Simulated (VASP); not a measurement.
# A slab model of the (1 0 0) face of Pt3Pb, part 6 of 7

Aim: model the (1 0 0) face of Pt3Pb by a slab and find how far its highest filled level lies below the vacuum. The start is a cell from a database of measured crystal structures.

VASP 6.6.1, plane waves and PAW; the level of theory is named at each step.

So far. Step 4 (Vacuum level and density of states): The vacuum level lies 4.22 eV above the Fermi level at the upper face; the two faces differ by 1.43 eV, the step that the slab's dipole of -0.130 e·Å makes. Step 7 (The slab in a field, field -0.1): Energy at zero smearing: -628.47812 eV.

### 8. The slab in a field, field 0.1

Level of this step: r2SCAN with rVV10; plane waves and PAW (Pt, Pb) (VASP).

Contents of INCAR:

```
SYSTEM = Pt3Pb
PREC = Normal
ENCUT = 300
EDIFF = 1E-06
NELM = 120
ISMEAR = 0
SIGMA = 0.1
LREAL = .FALSE.
ALGO = Normal
METAGGA = R2SCAN
LUSE_VDW = .TRUE.
IVDW_NL = 2
BPARAM = 11.95
CPARAM = 0.0093
LASPH = .TRUE.
NBANDS = 63
LORBIT = 11
LWAVE = .FALSE.
LCHARG = .FALSE.
KPAR = 2
IDIPOL = 3
LDIPOL = .TRUE.
DIPOL = 0.5 0.5 0.502
EFIELD = 0.1
LVHAR = .TRUE.
```

Contents of POSCAR:

```
Pt3Pb
1.0
    4.0580000000      0.0000000000      0.0000000000
    0.0000000000      4.0580000000      0.0000000000
    0.0000000000      0.0000000000     25.1450000000
Pt Pb
9 3
Direct
    0.0000000000      0.5000000000      0.2982700300
    0.5000000000      0.0000000000      0.2982700300
    0.5000000000      0.5000000000      0.3789620200
    0.0000000000      0.5000000000      0.4596540100
    0.5000000000      0.0000000000      0.4596540100
    0.5000000000      0.5000000000      0.5406246797
    0.0000000000      0.5000000000      0.6233645516
    0.5000000000      0.0000000000      0.6233645516
    0.5000000000      0.5000000000      0.6970228859
    0.0000000000      0.0000000000      0.3789620200
    0.0000000000      0.0000000000      0.5430129828
    0.0000000000      0.0000000000      0.7180680433
```

Contents of KPOINTS:

```
Automatic mesh
0
Gamma
5 5 1
0 0 0
```

PAW data sets: Pt and Pb (PBE family, release 64).

Started as:

```bash
> mpirun -np 2 vasp_std
```

Output:

```text
[... set-up lines as in an earlier step ...]
 entering main loop
       N       E                     dE             d eps       ncg     rms          rms(c)
Total rVV10 correction in eV:      2.8842970   149.7254159
Total rVV10 correction in eV:      2.8842970   149.7254159
DAV:   1    -0.447675163237E+02   -0.44768E+02   -0.33376E+04   756   0.909E+02
DAV:   2    -0.617919354936E+03   -0.57315E+03   -0.54053E+03   946   0.227E+02
DAV:   3    -0.656764055954E+03   -0.38845E+02   -0.36840E+02   928   0.575E+01
DAV:   4    -0.658170957897E+03   -0.14069E+01   -0.13909E+01  1000   0.108E+01
DAV:   5    -0.658207928966E+03   -0.36971E-01   -0.36958E-01   963   0.172E+00    0.299E+01
Total rVV10 correction in eV:      2.7730849   149.7328247
Total rVV10 correction in eV:      2.7730849   149.7328247
DAV:   6    -0.666280346787E+03   -0.80724E+01   -0.16035E+02  1024   0.678E+01    0.518E+01
Total rVV10 correction in eV:      2.7723305   149.7389219
Total rVV10 correction in eV:      2.7723305   149.7389219
DAV:   7    -0.629464114373E+03    0.36816E+02   -0.96140E+01  1120   0.366E+01    0.199E+01
Total rVV10 correction in eV:      2.7930387   149.7300228
Total rVV10 correction in eV:      2.7930387   149.7300228
DAV:   8    -0.630523076387E+03   -0.10590E+01   -0.17774E+01   864   0.207E+01    0.147E+01
Total rVV10 correction in eV:      2.7795925   149.7321966
Total rVV10 correction in eV:      2.7795925   149.7321966
DAV:   9    -0.629558776764E+03    0.96430E+00   -0.13314E+01   915   0.196E+01    0.884E+00
Total rVV10 correction in eV:      2.7700564   149.7299807
Total rVV10 correction in eV:      2.7700564   149.7299807
DAV:  10    -0.629239044252E+03    0.31973E+00   -0.11896E+01   938   0.192E+01    0.897E+00
Total rVV10 correction in eV:      2.7661790   149.7312806
Total rVV10 correction in eV:      2.7661790   149.7312806
DAV:  11    -0.628637759899E+03    0.60128E+00   -0.27000E+00   875   0.601E+00    0.520E+00
Total rVV10 correction in eV:      2.7647607   149.7294306
Total rVV10 correction in eV:      2.7647607   149.7294306
DAV:  12    -0.628668407154E+03   -0.30647E-01   -0.25935E-01   890   0.253E+00    0.472E+00
Total rVV10 correction in eV:      2.7614458   149.7284573
Total rVV10 correction in eV:      2.7614458   149.7284573
DAV:  13    -0.628546054819E+03    0.12235E+00   -0.27232E-01   850   0.212E+00    0.326E+00
Total rVV10 correction in eV:      2.7603387   149.7270448
Total rVV10 correction in eV:      2.7603387   149.7270448
DAV:  14    -0.628548099202E+03   -0.20444E-02   -0.13378E-01   897   0.170E+00    0.274E+00
Total rVV10 correction in eV:      2.7569085   149.7267596
Total rVV10 correction in eV:      2.7569085   149.7267596
DAV:  15    -0.628477567675E+03    0.70532E-01   -0.21406E-01   858   0.223E+00    0.126E+00
Total rVV10 correction in eV:      2.7561361   149.7259831
Total rVV10 correction in eV:      2.7561361   149.7259831
DAV:  16    -0.628481579457E+03   -0.40118E-02   -0.20664E-02   813   0.637E-01    0.911E-01
Total rVV10 correction in eV:      2.7553219   149.7258303
Total rVV10 correction in eV:      2.7553219   149.7258303
DAV:  17    -0.628477505793E+03    0.40737E-02   -0.65765E-03   852   0.463E-01    0.687E-01
Total rVV10 correction in eV:      2.7545842   149.7255322
Total rVV10 correction in eV:      2.7545842   149.7255322
DAV:  18    -0.628475752326E+03    0.17535E-02   -0.65294E-03   852   0.401E-01    0.444E-01
Total rVV10 correction in eV:      2.7545226   149.7255284
Total rVV10 correction in eV:      2.7545226   149.7255284
DAV:  19    -0.628474974891E+03    0.77743E-03   -0.22688E-03   853   0.218E-01    0.255E-01
Total rVV10 correction in eV:      2.7543607   149.7255100
Total rVV10 correction in eV:      2.7543607   149.7255100
DAV:  20    -0.628474498163E+03    0.47673E-03   -0.89977E-04   838   0.150E-01    0.155E-01
Total rVV10 correction in eV:      2.7542076   149.7254917
Total rVV10 correction in eV:      2.7542076   149.7254917
DAV:  21    -0.628474302380E+03    0.19578E-03   -0.47308E-04   836   0.114E-01    0.102E-01
Total rVV10 correction in eV:      2.7541419   149.7255005
Total rVV10 correction in eV:      2.7541419   149.7255005
DAV:  22    -0.628474311213E+03   -0.88332E-05   -0.10736E-04   791   0.574E-02    0.978E-02
Total rVV10 correction in eV:      2.7540311   149.7255612
Total rVV10 correction in eV:      2.7540311   149.7255612
DAV:  23    -0.628474289713E+03    0.21500E-04   -0.32282E-04   784   0.895E-02    0.528E-02
Total rVV10 correction in eV:      2.7540721   149.7255478
Total rVV10 correction in eV:      2.7540721   149.7255478
DAV:  24    -0.628474425526E+03   -0.13581E-03   -0.54057E-05   840   0.416E-02    0.412E-02
Total rVV10 correction in eV:      2.7541382   149.7255384
Total rVV10 correction in eV:      2.7541382   149.7255384
DAV:  25    -0.628474627198E+03   -0.20167E-03   -0.52721E-05   820   0.422E-02    0.264E-02
Total rVV10 correction in eV:      2.7541432   149.7255436
Total rVV10 correction in eV:      2.7541432   149.7255436
DAV:  26    -0.628474771727E+03   -0.14453E-03   -0.37184E-05   865   0.342E-02    0.194E-02
Total rVV10 correction in eV:      2.7541610   149.7255518
Total rVV10 correction in eV:      2.7541610   149.7255518
DAV:  27    -0.628474892345E+03   -0.12062E-03   -0.40242E-05   836   0.350E-02    0.137E-02
Total rVV10 correction in eV:      2.7541632   149.7255604
Total rVV10 correction in eV:      2.7541632   149.7255604
DAV:  28    -0.628474941731E+03   -0.49386E-04   -0.94504E-06   818   0.148E-02    0.133E-02
Total rVV10 correction in eV:      2.7541857   149.7255648
Total rVV10 correction in eV:      2.7541857   149.7255648
DAV:  29    -0.628474952648E+03   -0.10918E-04   -0.57025E-06   754   0.138E-02    0.812E-03
Total rVV10 correction in eV:      2.7542052   149.7255714
Total rVV10 correction in eV:      2.7542052   149.7255714
DAV:  30    -0.628474958604E+03   -0.59556E-05   -0.56054E-06   700   0.135E-02    0.249E-03
Total rVV10 correction in eV:      2.7542017   149.7255824
Total rVV10 correction in eV:      2.7542017   149.7255824
DAV:  31    -0.628474954156E+03    0.44478E-05   -0.24712E-06   666   0.891E-03    0.316E-03
Total rVV10 correction in eV:      2.7542058   149.7255856
Total rVV10 correction in eV:      2.7542058   149.7255856
DAV:  32    -0.628474958537E+03   -0.43806E-05   -0.90874E-07   526   0.591E-03    0.187E-03
Total rVV10 correction in eV:      2.7542098   149.7256009
Total rVV10 correction in eV:      2.7542098   149.7256009
DAV:  33    -0.628474965514E+03   -0.69772E-05   -0.18118E-06   636   0.791E-03    0.190E-03
Total rVV10 correction in eV:      2.7542073   149.7256015
Total rVV10 correction in eV:      2.7542073   149.7256015
DAV:  34    -0.628474968845E+03   -0.33312E-05   -0.77903E-07   503   0.600E-03    0.160E-03
Total rVV10 correction in eV:      2.7542060   149.7256030
Total rVV10 correction in eV:      2.7542060   149.7256030
DAV:  35    -0.628474974523E+03   -0.56783E-05   -0.78834E-07   460   0.632E-03    0.112E-03
Total rVV10 correction in eV:      2.7542046   149.7256062
Total rVV10 correction in eV:      2.7542046   149.7256062
DAV:  36    -0.628474982430E+03   -0.79061E-05   -0.94778E-07   468   0.674E-03    0.601E-04
Total rVV10 correction in eV:      2.7542027   149.7256084
Total rVV10 correction in eV:      2.7542027   149.7256084
DAV:  37    -0.628474986896E+03   -0.44663E-05   -0.13971E-06   556   0.821E-03    0.447E-04
Total rVV10 correction in eV:      2.7542020   149.7256090
Total rVV10 correction in eV:      2.7542020   149.7256090
DAV:  38    -0.628474990445E+03   -0.35496E-05   -0.13489E-06   596   0.757E-03    0.487E-04
Total rVV10 correction in eV:      2.7542018   149.7256096
Total rVV10 correction in eV:      2.7542018   149.7256096
DAV:  39    -0.628474998991E+03   -0.85458E-05   -0.26535E-06   644   0.106E-02    0.696E-04
Total rVV10 correction in eV:      2.7542011   149.7256109
Total rVV10 correction in eV:      2.7542011   149.7256109
DAV:  40    -0.628475006663E+03   -0.76713E-05   -0.30603E-06   660   0.107E-02    0.845E-04
Total rVV10 correction in eV:      2.7542011   149.7256114
Total rVV10 correction in eV:      2.7542011   149.7256114
DAV:  41    -0.628475018571E+03   -0.11909E-04   -0.27555E-06   660   0.106E-02    0.102E-03
Total rVV10 correction in eV:      2.7542000   149.7256129
Total rVV10 correction in eV:      2.7542000   149.7256129
DAV:  42    -0.628475024694E+03   -0.61230E-05   -0.98499E-07   484   0.673E-03    0.105E-03
Total rVV10 correction in eV:      2.7541999   149.7256133
Total rVV10 correction in eV:      2.7541999   149.7256133
DAV:  43    -0.628475028295E+03   -0.36012E-05   -0.32335E-07   444   0.397E-03    0.106E-03
Total rVV10 correction in eV:      2.7541997   149.7256137
Total rVV10 correction in eV:      2.7541997   149.7256137
DAV:  44    -0.628475026060E+03    0.22350E-05   -0.26667E-07   444   0.361E-03    0.107E-03
Total rVV10 correction in eV:      2.7541998   149.7256135
Total rVV10 correction in eV:      2.7541998   149.7256135
DAV:  45    -0.628475030601E+03   -0.45402E-05   -0.37266E-07   444   0.446E-03    0.108E-03
Total rVV10 correction in eV:      2.7541995   149.7256140
Total rVV10 correction in eV:      2.7541995   149.7256140
DAV:  46    -0.628475030057E+03    0.54362E-06   -0.28003E-07   444   0.377E-03
Total rVV10 correction in eV:      2.7541970   149.7256164
Total rVV10 correction in eV:      2.7541970   149.7256164
Total rVV10 correction in eV:      2.7541991   149.7256141
Total rVV10 correction in eV:      2.7541991   149.7256141
   1 F= -.62847503E+03 E0= -.62845244E+03  d E =-.451711E-01
```

Elapsed: 5.8 min, on 2 MPI ranks of AMD EPYC 7R43, shared host; peak memory 0.7 GiB; 12 min of CPU time.

From OUTCAR (step 8):

```text
   NELECT =     102.0000    total number of electrons

 dipolmoment           0.000000      0.000000     -0.007049 electrons x Angstroem

 E-fermi :   2.2234

 k-point     1 :       0.0000    0.0000    0.0000
  band No.  band energies     occupation
    ...
     44       1.5565      2.00000
     45       1.8356      2.00000
     46       1.9347      1.99996
     47       1.9347      1.99996
     48       2.0638      1.97600
     49       2.4705      0.00047
     50       2.5194      0.00003
     51       2.6448      0.00000
     52       2.6560      0.00000
     53       2.6560      0.00000
    ...

  Total       -7.1292738     -7.1292738     -2.1686888      0.0000000      0.0000000     -0.0000000
  in kB      -27.5854551    -27.5854551     -8.3913551      0.0000000      0.0000000     -0.0000000
  external PRESSURE =     -21.1874218 kB  Pullay stress =       0.0000000 kB

 POSITION                                       TOTAL-FORCE (eV/Angst)
 -----------------------------------------------------------------------------------
      0.00000      2.02900      7.50000         0.000000     -0.000000      0.474197
      2.02900      0.00000      7.50000        -0.000000      0.000000      0.474197
      2.02900      2.02900      9.52900        -0.000000      0.000000     -0.216811
      0.00000      2.02900     11.55800        -0.000000      0.000000      0.075551
      2.02900      0.00000     11.55800        -0.000000      0.000000      0.075551
      2.02900      2.02900     13.59401        -0.000000     -0.000000     -0.026170
      0.00000      2.02900     15.67450        -0.000000     -0.000000      0.000478
      2.02900      0.00000     15.67450        -0.000000      0.000000      0.000478
      2.02900      2.02900     17.52664        -0.000000      0.000000      0.024122
      0.00000      0.00000      9.52900         0.000000      0.000000     -0.885002
      0.00000      0.00000     13.65406        -0.000000     -0.000000      0.002593
      0.00000      0.00000     18.05582        -0.000000     -0.000000      0.000815
 -----------------------------------------------------------------------------------
    total drift:                                0.000000      0.000000      0.009238

  FREE ENERGIE OF THE ION-ELECTRON SYSTEM (eV)
  ---------------------------------------------------
  free  energy   TOTEN  =      -628.4750300570 eV

  energy  without entropy=     -628.4298589556  energy(sigma->0) =     -628.45244451

 vacuum level on the upper side and lower side of the slab         5.942         8.441

[... 8 parts as in an earlier step ...]

[... 9 further parts left out ...]
```

This step gave:

```
electronic cycles       : 46
free energy (TOTEN)     : -628.4750 eV
energy at zero smearing : -628.4524 eV
Fermi energy            : 2.223 eV
dipole moment           : 0, 0, -0.007049 e·Å
```

The planar average of the electrostatic potential oscillates, so the rows of the table below give means over windows of 2.1 Å about each position, cut where the curve ends. Its maxima inside the range that stand out by 2 % of the span (Å: eV): 0.5: 6.22, 8.5: -2.44, 10.6: -2.92, 12.6: -2.37, 14.7: -2.72, 16.6: -2.20. Its minima: 7.6: -15.7, 9.5: -15.4, 11.5: -16.5, 13.6: -15.5, 15.7: -16.4, 17.7: -13.9.

Zero at the Fermi level. The planar average of the electrostatic potential by height; means over each step:

height (Å), planar average of the electrostatic potential (eV) and a bar from the least value:
```
     1.05        6.1 ##############################
     3.15        5.9 ##############################
     5.25        5.4 #############################
     7.35       -8.0 ###
     9.45       -9.6 
    11.55       -9.6 
    13.65       -9.7 
    15.75       -9.5 
    17.85       -8.6 ##
    19.95        3.3 #########################
    22.05        4.0 ##########################
    24.15        3.8 ##########################
```

Force by atom:

| atom | x (eV/Å) | y (eV/Å) | z (eV/Å) | size |
| --- | --- | --- | --- | --- |
| Pt1 | 0.000 | 0.000 | 0.474 | 0.474 |
| Pt2 | 0.000 | 0.000 | 0.474 | 0.474 |
| Pt3 | 0.000 | 0.000 | -0.217 | 0.217 |
| Pt4 | 0.000 | 0.000 | 0.076 | 0.076 |
| Pt5 | 0.000 | 0.000 | 0.076 | 0.076 |
| Pt6 | 0.000 | 0.000 | -0.026 | 0.026 |
| Pt7 | 0.000 | 0.000 | 0.000 | 0.000 |
| Pt8 | 0.000 | 0.000 | 0.000 | 0.000 |
| Pt9 | 0.000 | 0.000 | 0.024 | 0.024 |
| Pb10 | 0.000 | 0.000 | -0.885 | 0.885 |
| Pb11 | 0.000 | 0.000 | 0.003 | 0.003 |
| Pb12 | 0.000 | 0.000 | 0.001 | 0.001 |

Energy at zero smearing: -628.45244 eV.

[end of part 6 of 7]

[Lines on the potential files, build, host, timing and source positions are cut from VASP's logs without a mark.]

[Logs are printed without paths, hosts, clocks, repeated set-up lines and the standing remarks that a program may print on its own settings, such as how far it seeks lower states.]

[Hosts, paths, dates, database ids (printed as entryN), source tags and the programs' standing remarks are cut or masked in the printed files.]

[In band tables of VASP the shares of atoms and orbitals are scaled to a sum of 1 inside the atoms' spheres.]

[Runs that stopped without an error message from VASP are left out.]

[VASP counts the dipole in electrons times Å, so a positive number points the physical dipole along −c.]
